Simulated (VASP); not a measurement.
Output of a VASP run:

File OSZICAR:
```
       N       E                     dE             d eps       ncg     rms          rms(c)
DAV:   1     0.140732753148E+03    0.14073E+03   -0.10948E+04   648   0.113E+03
DAV:   2     0.180146582849E+00   -0.14055E+03   -0.13704E+03   900   0.269E+02
DAV:   3    -0.877188058792E+01   -0.89520E+01   -0.87764E+01   746   0.517E+01
DAV:   4    -0.893046380970E+01   -0.15858E+00   -0.15848E+00   822   0.772E+00
DAV:   5    -0.893244283516E+01   -0.19790E-02   -0.19789E-02   782   0.877E-01    0.192E+01
DAV:   6    -0.655466876392E+01    0.23778E+01   -0.49615E+00   692   0.944E+00    0.118E+01
DAV:   7    -0.621543335895E+01    0.33924E+00   -0.45491E+00   760   0.750E+00    0.345E+00
DAV:   8    -0.614215454988E+01    0.73279E-01   -0.17429E+00   678   0.505E+00    0.156E+00
DAV:   9    -0.609003036907E+01    0.52124E-01   -0.13631E-01   688   0.152E+00    0.442E-01
DAV:  10    -0.608863165973E+01    0.13987E-02   -0.24459E-02   740   0.602E-01    0.248E-01
DAV:  11    -0.608870964617E+01   -0.77986E-04   -0.20200E-03   696   0.247E-01    0.475E-02
DAV:  12    -0.608876326285E+01   -0.53617E-04   -0.10074E-04   716   0.524E-02    0.840E-03
DAV:  13    -0.608877620674E+01   -0.12944E-04   -0.12811E-05   672   0.211E-02    0.590E-03
DAV:  14    -0.608877896736E+01   -0.27606E-05   -0.59845E-06   568   0.121E-02    0.201E-03
DAV:  15    -0.608877891962E+01    0.47739E-07   -0.69843E-07   554   0.416E-03
   1 F= -.60887789E+01 E0= -.60842078E+01  d E =-.914217E-02
```

### OUTCAR
```
------------------------ aborting loop because EDIFF is reached ----------------------------------------
  FORCE on cell =-STRESS in cart. coord.  units (eV):
  Direction    XX          YY          ZZ          XY          YZ          ZX
  --------------------------------------------------------------------------------------
  Total        7.2290579      7.2290579     -2.9976171      0.0000000      0.0000000      0.0000000
  in kB       87.2411822     87.2411822    -36.1756210      0.0000000      0.0000000      0.0000000
  external PRESSURE =      46.1022478 kB  Pullay stress =       0.0000000 kB
  volume of cell :      132.76
      direct lattice vectors                 reciprocal lattice vectors
     4.723064000  0.000000000  0.000000000     0.211726964  0.000000000  0.000000000
     0.000000000  4.723064000  0.000000000     0.000000000  0.211726964  0.000000000
     0.000000000  0.000000000  5.951454000     0.000000000  0.000000000  0.168026166
 POSITION                                       TOTAL-FORCE (eV/Angst)
 -----------------------------------------------------------------------------------
      2.36153      0.00000      1.40930         0.000000      0.000000     -0.307199
      0.00000      2.36153      4.54215         0.000000      0.000000      0.307199
      0.00000      0.00000      0.00000         0.000000      0.000000      0.000000
      2.36153      2.36153      0.00000        -0.000000     -0.000000      0.000000
 -----------------------------------------------------------------------------------
    total drift:                                0.000000     -0.000000     -0.000000
  FREE ENERGIE OF THE ION-ELECTRON SYSTEM (eV)
  ---------------------------------------------------
  free  energy   TOTEN  =        -6.0887789196 eV

  energy  without entropy=       -6.0796367532  energy(sigma->0) =       -6.08420784
```
(Selected blocks of OUTCAR.)

POSCAR:
```
YbSe
1
    4.7230640000     0.0000000000     0.0000000000
    0.0000000000     4.7230640000     0.0000000000
    0.0000000000     0.0000000000     5.9514540000
Yb Se
2 2
Direct
  0.5000000000   0.0000000000   0.2368000000
  0.0000000000   0.5000000000   0.7632000000
  0.0000000000   0.0000000000   0.0000000000
  0.5000000000   0.5000000000   0.0000000000
```

Task: Write an INCAR and KPOINTS that could have produced this output.

Result: One answer among several that fit: the input of the run itself, optB88-vdW, plane waves, VASP's PBE PAW potentials (set 64).

**INCAR**
```
PARAM2 = 0.22
SYSTEM = YbSe
NELM = 100
LREAL = .False.
SIGMA = 0.05
LWAVE = .False.
LASPH = .True.   # aspherical one-centre terms
PARAM1 = 0.1833333333
LUSE_VDW = .True.
ISIF = 2   # forces and stress, cell fixed
ENCUT = 400   # plane-wave cut-off (eV)
LMAXMIX = 6   # l cut-off of mixed one-centre charges
GGA = BO
AGGAC = 0.0
ALGO = Normal   # blocked Davidson
ISMEAR = 0   # Gaussian
EDIFF = 1E-6   # SCF stop (eV)
PREC = Accurate
LCHARG = .False.
```

KPOINTS:
```
Automatic mesh
0
Gamma
4 4 4
0 0 0
```

POTCAR, in this order: Yb_2 Se (PBE.64 set). Program: vasp_std.

The 4f electrons are frozen in the core of the lanthanide potential, so 4f levels, which can set the real gap, and their magnetism are missing.

The structure was generated: YbSe was put into the litharge type (P4/nmm), which need not be its known phase. The cell was not relaxed at this level. The k-mesh is coarse (spacing up to 0.33 per Å, 2π included), so the numbers may not be converged in it. The run is one of a series of settings (AGGAC = 0.0, GGA = BO, LUSE_VDW = .TRUE., PARAM1 = 0.1833333333, PARAM2 = 0.22 against the base run), some of them coarse on purpose.
